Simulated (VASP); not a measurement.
Data:

```xyz
4
Lattice="0.0000 3.0101 3.0101 3.0101 0.0000 3.0101 3.0101 3.0101 0.0000" Properties=species:S:1:pos:R:3 pbc="T T T"
Hf     0.0000     0.0000     0.0000
Cu     1.5050     1.5050     1.5050
Cu     4.5151     4.5151     4.5151
Cu     3.0101     3.0101     3.0101
```

All values below come from PBEsol GGA, VASP's PBE PAW potentials (set 64) (plane waves; VASP 6.6.1). Run with 400 eV cut-off, 10×10×10 Γ-centred mesh, tetrahedra with Blöchl corrections, potentials Hf_pv Cu.

Unless said otherwise, spin-orbit coupling is left out, though it shifts the bands of the heavy elements here.

### Question
Predict the energy per atom (σ→0), band gap (on the k-mesh) with the smallest direct gap where there is one.

### Answer

```
Property                                                    Result
------------------------  ----------------------------------------
band gap (on the k-mesh)  none (metal, semimetal or under 0.01 eV)
energy per atom (σ→0)                               -5951 meV/atom
```

The absolute energy has meaning only against runs of the same code, potentials and settings.

The structure comes from a computed database's HfCu3 entry (Fm-3m); how it stands against other phases isn't given here. It was relaxed first. The electron count is odd and the run is not spin-polarised, which forces a metal.
